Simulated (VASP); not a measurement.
A convergence study with VASP on NaCl (rock salt): one setting is varied, all else stays as given below, so the limit is that of these other settings. ε∞ is the independent-particle value.

```
CELL_PARAMETERS angstrom
      0.00000     2.82000     2.82000
      2.82000     0.00000     2.82000
      2.82000     2.82000     0.00000
ATOMIC_POSITIONS crystal
  Na 0.00000 0.00000 0.00000
  Cl 0.50000 0.50000 0.50000
```

Method: PBE GGA, VASP's PBE PAW potentials (set 64) (plane waves; VASP). The tightest run used: 550 eV cut-off, 7×7×7 Γ-centred mesh, Gaussian smearing of 0.050 eV, potentials Na_pv Cl.

| setting | mean ε∞ | bands |
|---|---|---|
| NBANDS = 8 | 1.72 | 8 |
| NBANDS = 9 | 2.05 | 9 |
| NBANDS = 11 | 2.45 | 11 |
| NBANDS = 15 | 2.66 | 15 |

Task: These are the cheaper rows. Estimate the results at NBANDS = 135, and how far the last row shown lies from them.

Result: 
```json
[
 {"quantity": "mean ε∞", "tightest run": "2.75", "last row shown is off by": "-0.08"}
]
```

Left out are rungs that failed or repeat a setting and relaxations that didn't move; long series are thinned to 24 rows.

The compound is NaCl in the rock salt structure. The cell was not relaxed at this level.
